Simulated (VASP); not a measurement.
Level of theory: PBEsol GGA, VASP's PBE PAW potentials (set 64) (plane waves; VASP).

VASP input:

**KPOINTS**
```
Automatic
0
Gamma
  17 17 17
```

**INCAR**
```
SYSTEM = Nb
PREC = Accurate
ENCUT = 500
EDIFF = 1E-6
NELM = 100
ALGO = Normal
LREAL = .FALSE.
LASPH = .TRUE.
ISMEAR = 1
SIGMA = 0.1
GGA = PS
LMAXMIX = 4
LWAVE = .FALSE.
LCHARG = .FALSE.
IBRION = 2
ISIF = 3
NSW = 40
EDIFFG = -0.02
PSTRESS = 450
```

### POSCAR
```
Nb
1
   -1.5417478569     1.5417478569     1.5417478569
    1.5417478569    -1.5417478569     1.5417478569
    1.5417478569     1.5417478569    -1.5417478569
Nb
1
Direct
  0.0000000000   0.0000000000   0.0000000000
```

POTCAR, in this order: Nb_sv (PBE.64 set). Program: vasp_std.

The run wrote:

**OUTCAR**
```
 ion  position               nearest neighbor table
   1  0.000  0.000  0.000-
  LATTYP: Found a body centered cubic cell.
 ALAT       =     3.0834957138
 Subroutine PRICEL returns:
 Original cell was already a primitive cell.
 Subroutine GETGRP returns: Found 48 space group operations
The static configuration has the point symmetry O_h .
The dynamic configuration has the point symmetry O_h .
 Subroutine INISYM returns: Found 48 space group operations
 Subroutine IBZKPT returns following result:
 Found    165 irreducible k-points:

 Following reciprocal coordinates:
            Coordinates               Weight
  0.000000  0.000000  0.000000      1.000000
  0.058824  0.000000  0.000000     12.000000
  0.117647  0.000000  0.000000     12.000000
  0.176471  0.000000  0.000000     12.000000
  0.235294  0.000000  0.000000     12.000000
  0.294118  0.000000  0.000000     12.000000
  0.352941  0.000000  0.000000     12.000000
  0.411765  0.000000  0.000000     12.000000
  0.470588  0.000000  0.000000     12.000000
  0.058824  0.058824  0.000000     24.000000
  0.117647  0.058824 -0.000000     48.000000
  0.176471  0.058824  0.000000     48.000000
  0.235294  0.058824 -0.000000     48.000000
  0.294118  0.058824  0.000000     48.000000
  0.352941  0.058824  0.000000     48.000000
  0.411765  0.058824  0.000000     48.000000
  0.470588  0.058824  0.000000     24.000000
  0.117647  0.117647  0.000000     24.000000
  0.176471  0.117647 -0.000000     48.000000
  0.235294  0.117647  0.000000     48.000000
  0.294118  0.117647  0.000000     48.000000
  0.352941  0.117647  0.000000     48.000000
  0.411765  0.117647 -0.000000     48.000000
  0.176471  0.176471  0.000000     24.000000
  0.235294  0.176471  0.000000     48.000000
...
```

### OSZICAR
```
       N       E                     dE             d eps       ncg     rms          rms(c)
DAV:   1     0.116865686035E+03    0.11687E+03   -0.75638E+03  3308   0.130E+03
DAV:   2    -0.595780340803E+01   -0.12282E+03   -0.11976E+03  3572   0.450E+02
DAV:   3    -0.106629756357E+02   -0.47052E+01   -0.44830E+01  4806   0.767E+01
DAV:   4    -0.108988131212E+02   -0.23584E+00   -0.23357E+00  4642   0.151E+01
DAV:   5    -0.109092431105E+02   -0.10430E-01   -0.10426E-01  4930   0.240E+00    0.103E+01
DAV:   6    -0.106333083240E+02    0.27593E+00   -0.55982E-01  5106   0.105E+01    0.403E+00
DAV:   7    -0.106080460291E+02    0.25262E-01   -0.20030E-01  5124   0.627E+00    0.979E-01
DAV:   8    -0.106154613333E+02   -0.74153E-02   -0.16585E-02  3882   0.198E+00    0.572E-02
DAV:   9    -0.106155375438E+02   -0.76210E-04   -0.14159E-03  5198   0.327E-01    0.638E-02
DAV:  10    -0.106155526322E+02   -0.15088E-04   -0.27245E-05  4048   0.651E-02    0.418E-02
DAV:  11    -0.106155428022E+02    0.98300E-05   -0.20183E-05  3662   0.942E-02    0.719E-03
DAV:  12    -0.106155428767E+02   -0.74562E-07   -0.24803E-07  1944   0.697E-03
   1 F= -.64983427E+01 E0= -.64983441E+01  d E =-.649834E+01
       N       E                     dE             d eps       ncg     rms          rms(c)
DAV:   1    -0.105838416706E+02    0.31701E-01   -0.10553E+00  4026   0.168E+01    0.175E+00
DAV:   2    -0.105521080138E+02    0.31734E-01   -0.71194E-02  4804   0.395E+00    0.442E-01
DAV:   3    -0.105484647557E+02    0.36433E-02   -0.26408E-02  4968   0.190E+00    0.302E-01
DAV:   4    -0.105493595350E+02   -0.89478E-03   -0.90001E-04  4162   0.325E-01    0.155E-01
DAV:   5    -0.105500723431E+02   -0.71281E-03   -0.22626E-03  5574   0.361E-01    0.513E-02
DAV:   6    -0.105500600096E+02    0.12333E-04   -0.28826E-05  4392   0.736E-02    0.180E-02
DAV:   7    -0.105500590220E+02    0.98761E-06   -0.11056E-05  4670   0.339E-02    0.294E-03
DAV:   8    -0.105500586480E+02    0.37403E-06   -0.22928E-07  1812   0.621E-03
   2 F= -.64963228E+01 E0= -.64963792E+01  d E =0.201988E-02
       N       E                     dE             d eps       ncg     rms          rms(c)
DAV:   1    -0.106212887767E+02   -0.71230E-01   -0.62932E-01  3990   0.130E+01    0.133E+00
DAV:   2    -0.106023867524E+02    0.18902E-01   -0.44312E-02  4818   0.310E+00    0.341E-01
DAV:   3    -0.106002656820E+02    0.21211E-02   -0.15959E-02  4950   0.146E+00    0.224E-01
DAV:   4    -0.106007541410E+02   -0.48846E-03   -0.50860E-04  3894   0.249E-01    0.124E-01
DAV:   5    -0.106011926052E+02   -0.43846E-03   -0.13629E-03  5450   0.279E-01    0.392E-02
DAV:   6    -0.106011846239E+02    0.79813E-05   -0.16494E-05  4064   0.539E-02    0.183E-02
DAV:   7    -0.106011832652E+02    0.13587E-05   -0.62743E-06  3906   0.349E-02    0.287E-03
DAV:   8    -0.106011836652E+02   -0.39998E-06   -0.25258E-07  1794   0.635E-03
   3 F= -.64985395E+01 E0= -.64985549E+01  d E =-.196840E-03
```

**OUTCAR**
```
------------------------ aborting loop because EDIFF is reached ----------------------------------------
  FORCE on cell =-STRESS in cart. coord.  units (eV):
  Direction    XX          YY          ZZ          XY          YZ          ZX
  --------------------------------------------------------------------------------------
  Total        4.1013633      4.1013633      4.1013633      0.0000000     -0.0000000     -0.0000000
  in kB      449.8595084    449.8595084    449.8595084      0.0000000     -0.0000000     -0.0000000
  external PRESSURE =      -0.1404916 kB  Pullay stress =     450.0000000 kB
  volume of cell :       14.61
      direct lattice vectors                 reciprocal lattice vectors
    -1.539928800  1.539928800  1.539928800     0.000000000  0.324690336  0.324690336
     1.539928800 -1.539928800  1.539928800     0.324690336  0.000000000  0.324690336
     1.539928800  1.539928800 -1.539928800     0.324690336  0.324690336  0.000000000
 POSITION                                       TOTAL-FORCE (eV/Angst)
 -----------------------------------------------------------------------------------
     -0.00000      0.00000      0.00000        -0.000000      0.000000     -0.000000
 -----------------------------------------------------------------------------------
    total drift:                                0.000000     -0.000000      0.000000
  FREE ENERGIE OF THE ION-ELECTRON SYSTEM (eV)
  ---------------------------------------------------
  free  energy   TOTEN  =       -10.6011836652 eV

  energy  without entropy=      -10.6012298546  energy(sigma->0) =      -10.60119906
  enthalpy is  TOTEN    =        -6.4985395384 eV   P V=        4.1026441268

 reached required accuracy - stopping structural energy minimisation
```
(Selected blocks of OUTCAR.)

CONTCAR:
```
Nb
   1.00000000000000
    -1.5399288002867322    1.5399288002867322    1.5399288002867322
     1.5399288002867322   -1.5399288002867322    1.5399288002867322
     1.5399288002867322    1.5399288002867322   -1.5399288002867322
  Nb
     1
Direct
     0.0000000000000000    0.0000000000000000    0.0000000000000000
```

The compound is Nb in the bcc structure. This run relaxes it under an external pressure of 45 GPa. Symmetry was kept, so distortions that lower it aren't found.
